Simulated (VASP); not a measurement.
**What goes wrong when the modes of NbAs are computed with a bad input**

Some phonon runs on NbAs get a fault in the input on purpose. Which of them show, and how? The starting structure is a measured crystal structure from the Crystallography Open Database.

Calculated with VASP 6.6.1; Kohn-Sham DFT with plane waves and PAW; LDA.

**1. Set-up**

Symmetry: I4_1md, No. 109, tetragonal system. The conventional cell has a = 3.452 Å, b = 3.452 Å, c = 11.680 Å, α = 90.00°, β = 90.00°, γ = 90.00°. Nb has 6 As at 2.60 to 2.63 Å nearest. Nearest to As lie 6 Nb at 2.60 to 2.63 Å. Farther neighbours are not listed.

Coordinates:

```
Nb As
1.0
    -3.45170    0.00000    0.00000
     0.00000    3.45170    0.00000
     1.72585   -1.72585   -5.84000
Nb As
2 2
Direct
  0.00000 0.50000 0.00000
  0.25000 0.25000 0.50000
  0.58400 0.08400 0.16800
  0.83400 0.83400 0.66800
```

**2. Reference modes**

The cell comes from a relaxation at this level, not shown (67.44 Å³).

Contents of INCAR:

```
SYSTEM = NbAs
PREC = Accurate
ENCUT = 450
EDIFF = 1E-08
NELM = 100
ISMEAR = 0
SIGMA = 0.05
LREAL = .FALSE.
ALGO = Normal
GGA = CA
NBANDS = 24
LASPH = .TRUE.
LORBIT = 11
LWAVE = .FALSE.
LCHARG = .FALSE.
KPAR = 16
IBRION = 8
ISIF = 2
```

Contents of POSCAR:

```
NbAs
1.0
   -3.4196238416      0.0000000000      0.0000000000
    0.0000000000      3.4196238416      0.0000000000
    1.7098119208     -1.7098119208     -5.7669810027
Nb As
2 2
Direct
    0.0012480061      0.5012480061      0.0024960121
    0.2512480061      0.2512480061      0.5024960121
    0.5827519939      0.0827519939      0.1655039879
    0.8327519939      0.8327519939      0.6655039879
```

Contents of KPOINTS:

```
Automatic mesh
0
Gamma
10 10 10
0 0 0
```

PAW data sets: Nb_sv and As (LDA family, release 64).

Launch:

```bash
$ mpirun -np 16 vasp_std
```

Output:

```text
[banner, memory and clock lines left out]
running   16 mpi-ranks, on    1 nodes
 distrk:  each k-point on    1 cores,   16 groups
 distr:  one band on    1 cores,    1 groups

 POSCAR found type information on POSCAR NbAs
 POSCAR found :  2 types and       4 ions
|                                                                             |
|           W    W    AA    RRRRR   N    N  II  N    N   GGGG   !!!           |
|           W    W   A  A   R    R  NN   N  II  NN   N  G    G  !!!           |
|           W    W  A    A  R    R  N N  N  II  N N  N  G       !!!           |
|           W WW W  AAAAAA  RRRRR   N  N N  II  N  N N  G  GGG   !            |
|           WW  WW  A    A  R   R   N   NN  II  N   NN  G    G                |
|           W    W  A    A  R    R  N    N  II  N    N   GGGG   !!!           |
|                                                                             |
|     For optimal performance we recommend to set                             |
|       NCORE = 2 up to number-of-cores-per-socket                            |
|     NCORE specifies how many cores store one orbital (NPAR=cpu/NCORE).      |
|     This setting can greatly improve the performance of VASP for DFT.       |
|     The default, NCORE=1 might be grossly inefficient on modern             |
|     multi-core architectures or massively parallel machines. Do your        |
|     Unfortunately you need to use the default for GW and RPA                |
|     calculations (for HF NCORE is supported but not extensively tested      |
|     yet).                                                                   |
|                                                                             |

 LDA part: xc-table for (Slater(with rela. corr.)+CA(PZ))
 , standard interpolation
 POSCAR, INCAR and KPOINTS ok, starting setup
 FFT: planning ... GRIDC
 FFT: planning ... GRID_SOFT
 FFT: planning ... GRID
 WAVECAR not read
 entering main loop
       N       E                     dE             d eps       ncg     rms          rms(c)
DAV:   1     0.339677760836E+03    0.33968E+03   -0.17656E+04  4896   0.134E+03
DAV:   2    -0.942779430868E+01   -0.34911E+03   -0.34121E+03  6272   0.537E+02
DAV:   3    -0.365085756238E+02   -0.27081E+02   -0.26690E+02  8904   0.109E+02
DAV:   4    -0.382162175181E+02   -0.17076E+01   -0.17011E+01  7544   0.229E+01
DAV:   5    -0.382878478699E+02   -0.71630E-01   -0.71614E-01  8632   0.498E+00    0.116E+01
DAV:   6    -0.364164299129E+02    0.18714E+01   -0.81351E+00  7656   0.194E+01    0.347E+00
DAV:   7    -0.363897305993E+02    0.26699E-01   -0.41598E-01  8240   0.389E+00    0.205E+00
DAV:   8    -0.363733666900E+02    0.16364E-01   -0.63905E-02  7656   0.148E+00    0.396E-01
DAV:   9    -0.363732484014E+02    0.11829E-03   -0.57418E-03  8344   0.532E-01    0.208E-01
DAV:  10    -0.363732481940E+02    0.20741E-06   -0.11548E-03  7424   0.310E-01    0.281E-02
DAV:  11    -0.363732414617E+02    0.67323E-05   -0.56714E-05  7544   0.725E-02    0.115E-02
DAV:  12    -0.363732409664E+02    0.49524E-06   -0.29401E-06  7656   0.139E-02    0.337E-03
DAV:  13    -0.363732409078E+02    0.58682E-07   -0.28514E-07  7848   0.408E-03    0.126E-03
DAV:  14    -0.363732408963E+02    0.11421E-07   -0.97042E-08  7328   0.256E-03    0.167E-04
DAV:  15    -0.363732408963E+02    0.76398E-10   -0.42957E-09  4840   0.754E-04
   1 F= -.36373241E+02 E0= -.36372672E+02  d E =-.113821E-02
 Linear response reoptimize wavefunctions to high precision
DAV:   1    -0.363732408964E+02   -0.15689E-09   -0.11277E-09  4712   0.408E-04
DAV:   2    -0.363732408964E+02   -0.34561E-10   -0.49169E-10  4808   0.263E-04
 Linear response DOF=           6
 Linear response progress:
  Degree of freedom:   1/  6
       N       E                     dE             d eps       ncg     rms          rms(c)
RMM:   1    -0.551881325257E+00   -0.55188E+00    0.55973E+00 14282   0.301E+01
RMM:   2    -0.467918410250E+00    0.83963E-01   -0.61421E-01 20423   0.492E+00    0.172E-01
RMM:   3    -0.470265268952E+00   -0.23469E-02   -0.55893E-02 27663   0.139E+00    0.819E-02
RMM:   4    -0.470981550283E+00   -0.71628E-03   -0.91795E-03 34586   0.459E-01    0.423E-02
RMM:   5    -0.471408485632E+00   -0.42694E-03   -0.17729E-03 34936   0.185E-01    0.250E-02
RMM:   6    -0.471477273553E+00   -0.68788E-04   -0.50059E-04 34848   0.921E-02    0.596E-03
RMM:   7    -0.471354235865E+00    0.12304E-03   -0.18799E-04 36725   0.506E-02    0.539E-03
RMM:   8    -0.471341036220E+00    0.13200E-04   -0.10591E-04 37625   0.306E-02    0.395E-03
RMM:   9    -0.471346947010E+00   -0.59108E-05   -0.47924E-05 36967   0.201E-02    0.201E-03
RMM:  10    -0.471380436465E+00   -0.33489E-04   -0.27995E-05 31640   0.158E-02    0.536E-04
RMM:  11    -0.471382326024E+00   -0.18896E-05   -0.12207E-05 36676   0.999E-03    0.545E-04
RMM:  12    -0.471376174796E+00    0.61512E-05   -0.78637E-06 33777   0.774E-03    0.249E-04
RMM:  13    -0.471375988224E+00    0.18657E-06   -0.41097E-06 37727   0.581E-03    0.362E-04
RMM:  14    -0.471377595139E+00   -0.16069E-05   -0.29395E-06 37080   0.448E-03    0.390E-04
RMM:  15    -0.471379657011E+00   -0.20619E-05   -0.27957E-06 35022   0.361E-03    0.371E-04
RMM:  16    -0.471381001479E+00   -0.13445E-05   -0.16667E-06 36352   0.294E-03    0.363E-04
 first order change of Fermi-energy  -0.17539E-04
[...]
Linear response progress:
  Degree of freedom:   4/  6
       N       E                     dE             d eps       ncg     rms          rms(c)
RMM:   1    -0.502967218080E-01   -0.50297E-01   -0.18042E-02 32700   0.105E+00
RMM:   2    -0.444281416493E-01    0.58686E-02   -0.65876E-03 28001   0.388E-01    0.112E-01
RMM:   3    -0.447301101498E-01   -0.30197E-03   -0.17474E-03 31750   0.161E-01    0.587E-02
RMM:   4    -0.451036138919E-01   -0.37350E-03   -0.53451E-04 31696   0.967E-02    0.136E-02
RMM:   5    -0.451190059723E-01   -0.15392E-04   -0.18475E-04 33639   0.435E-02    0.526E-03
RMM:   6    -0.451502743854E-01   -0.31268E-04   -0.41437E-05 35101   0.195E-02    0.242E-03
RMM:   7    -0.451523173469E-01   -0.20430E-05   -0.13711E-05 36633   0.919E-03    0.163E-03
RMM:   8    -0.451508650880E-01    0.14523E-05   -0.41423E-06 35692   0.490E-03    0.606E-04
RMM:   9    -0.451518239823E-01   -0.95889E-06   -0.19087E-06 37464   0.250E-03    0.195E-04
RMM:  10    -0.451523117528E-01   -0.48777E-06   -0.86843E-07 37283   0.130E-03    0.544E-05
RMM:  11    -0.451524199424E-01   -0.10819E-06   -0.40830E-07 38032   0.712E-04    0.234E-05
RMM:  12    -0.451524170375E-01    0.29049E-08   -0.26648E-07 37894   0.431E-04    0.164E-05
RMM:  13    -0.451523268280E-01    0.90209E-07   -0.25965E-07 37533   0.283E-04    0.625E-06
RMM:  14    -0.451523429239E-01   -0.16096E-07   -0.32122E-07 37418   0.215E-04    0.499E-06
[...]
RMM:  23    -0.451523453771E-01   -0.44456E-09   -0.15538E-07 30342   0.137E-04    0.294E-07
RMM:  24    -0.451523450219E-01    0.35517E-09   -0.17030E-07 30013   0.137E-04    0.309E-07
RMM:  25    -0.451523452766E-01   -0.25467E-09   -0.12271E-07 29994   0.137E-04    0.172E-07
RMM:  26    -0.451523451694E-01    0.10714E-09   -0.19031E-07 29843   0.137E-04    0.157E-07
RMM:  27    -0.451523452837E-01   -0.11428E-09   -0.12396E-07 29736   0.137E-04    0.107E-07
RMM:  28    -0.451523451926E-01    0.91056E-10   -0.18993E-07 29652   0.137E-04    0.132E-07
RMM:  29    -0.451523453086E-01   -0.11596E-09   -0.11743E-07 29713   0.137E-04    0.108E-07
RMM:  30    -0.451523452534E-01    0.55204E-10   -0.20280E-07 29698   0.137E-04    0.112E-07
 first order change of Fermi-energy   0.18520E-04
 force on displaced ion       3 direction 1 : -13.346  -0.000  -0.000
 Linear response progress:
  Degree of freedom:   5/  6
       N       E                     dE             d eps       ncg     rms          rms(c)
RMM:   1    -0.487263847437E-01   -0.48726E-01   -0.18590E-02 32216   0.952E-01
RMM:   2    -0.428794633120E-01    0.58469E-02   -0.63735E-03 27479   0.354E-01    0.743E-02
RMM:   3    -0.431596837282E-01   -0.28022E-03   -0.13706E-03 31351   0.128E-01    0.423E-02
RMM:   4    -0.434208445711E-01   -0.26116E-03   -0.31415E-04 31627   0.725E-02    0.878E-03
RMM:   5    -0.434095463448E-01    0.11298E-04   -0.97572E-05 32579   0.327E-02    0.519E-03
RMM:   6    -0.434355342205E-01   -0.25988E-04   -0.27463E-05 34452   0.152E-02    0.180E-03
RMM:   7    -0.434346171158E-01    0.91710E-06   -0.63694E-06 36101   0.686E-03    0.122E-03
RMM:   8    -0.434340881392E-01    0.52898E-06   -0.21872E-06 35355   0.368E-03    0.471E-04
RMM:   9    -0.434356338730E-01   -0.15457E-05   -0.62586E-07 36967   0.187E-03    0.167E-04
RMM:  10    -0.434358283215E-01   -0.19445E-06   -0.26095E-07 37530   0.967E-04    0.544E-05
RMM:  11    -0.434359461172E-01   -0.11780E-06   -0.18026E-07 37732   0.534E-04    0.193E-05
RMM:  12    -0.434359508017E-01   -0.46845E-08   -0.15086E-07 37896   0.335E-04    0.137E-05
RMM:  13    -0.434358582749E-01    0.92527E-07   -0.13857E-07 36791   0.232E-04    0.733E-06
RMM:  14    -0.434358721709E-01   -0.13896E-07   -0.13937E-07 37150   0.186E-04    0.274E-06
RMM:  15    -0.434358650362E-01    0.71347E-08   -0.14692E-07 37093   0.158E-04    0.153E-06
RMM:  16    -0.434358630138E-01    0.20224E-08   -0.13973E-07 37051   0.145E-04    0.132E-06
RMM:  17    -0.434358648007E-01   -0.17869E-08   -0.15293E-07 36379   0.138E-04    0.504E-07
RMM:  18    -0.434358643735E-01    0.42721E-09   -0.14181E-07 34674   0.134E-04    0.279E-07
RMM:  19    -0.434358647008E-01   -0.32730E-09   -0.15218E-07 32998   0.132E-04    0.399E-07
RMM:  20    -0.434358650900E-01   -0.38919E-09   -0.14594E-07 32525   0.131E-04    0.212E-07
RMM:  21    -0.434358647170E-01    0.37304E-09   -0.14918E-07 30609   0.131E-04    0.796E-08
 first order change of Fermi-energy  -0.15952E-04
 force on displaced ion       3 direction 2 :  -0.000  -9.650  -0.000
 Linear response progress:
  Degree of freedom:   6/  6
       N       E                     dE             d eps       ncg     rms          rms(c)
RMM:   1    -0.645785994550E-01   -0.64579E-01   -0.18550E-02 20644   0.103E+00
RMM:   2    -0.562025379527E-01    0.83761E-02   -0.66284E-03 15584   0.419E-01    0.118E-01
RMM:   3    -0.564474917769E-01   -0.24495E-03   -0.21045E-03 15815   0.220E-01    0.109E-01
RMM:   4    -0.563236543532E-01    0.12384E-03   -0.54753E-04 16740   0.119E-01    0.499E-02
RMM:   5    -0.564533919479E-01   -0.12974E-03   -0.24468E-04 19864   0.650E-02    0.119E-02
RMM:   6    -0.564572590666E-01   -0.38671E-05   -0.53555E-05 20997   0.280E-02    0.747E-03
RMM:   7    -0.564675749199E-01   -0.10316E-04   -0.14627E-05 21612   0.127E-02    0.275E-03
RMM:   8    -0.564701497971E-01   -0.25749E-05   -0.48545E-06 21461   0.600E-03    0.683E-04
RMM:   9    -0.564718551453E-01   -0.17053E-05   -0.12616E-06 21487   0.293E-03    0.424E-04
RMM:  10    -0.564727194641E-01   -0.86432E-06   -0.52081E-07 21441   0.159E-03    0.174E-04
RMM:  11    -0.564726295486E-01    0.89916E-07   -0.15298E-07 22345   0.840E-04    0.101E-04
RMM:  12    -0.564728170589E-01   -0.18751E-06   -0.13872E-07 21947   0.482E-04    0.304E-05
RMM:  13    -0.564728194649E-01   -0.24060E-08   -0.11485E-07 23068   0.295E-04    0.892E-06
RMM:  14    -0.564728279104E-01   -0.84455E-08   -0.18525E-07 23027   0.199E-04    0.113E-05
RMM:  15    -0.564728341571E-01   -0.62467E-08   -0.10893E-07 22804   0.158E-04    0.915E-06
RMM:  16    -0.564728396496E-01   -0.54925E-08   -0.17172E-07 21961   0.141E-04    0.279E-06
RMM:  17    -0.564728322858E-01    0.73638E-08   -0.10082E-07 22458   0.131E-04    0.416E-06
RMM:  18    -0.564728362430E-01   -0.39571E-08   -0.18178E-07 21327   0.128E-04    0.106E-06
RMM:  19    -0.564728384874E-01   -0.22444E-08   -0.90956E-08 21693   0.125E-04    0.142E-06
 first order change of Fermi-energy  -0.19147E-01
 force on displaced ion       3 direction 3 :   0.000  -0.000 -14.420
 Linear response finished
```

The job ended after 11 min (16 MPI ranks of AMD EPYC 7R43, shared host; peak memory 12 GiB; 1.9 h of CPU time).

The logs omit lines about the potential files and the build; timing stands in the text.

(Part 1 of 3 ends here.)

[Lines on the potential files, build, host, timing and source positions are cut from VASP's logs without a mark.]

[Logs are printed without paths, hosts, clocks, repeated set-up lines and the standing remarks that a program may print on its own settings, such as how far it seeks lower states.]

[Hosts, paths, dates, database ids (printed as entryN), source tags and the programs' standing remarks are cut or masked in the printed files.]
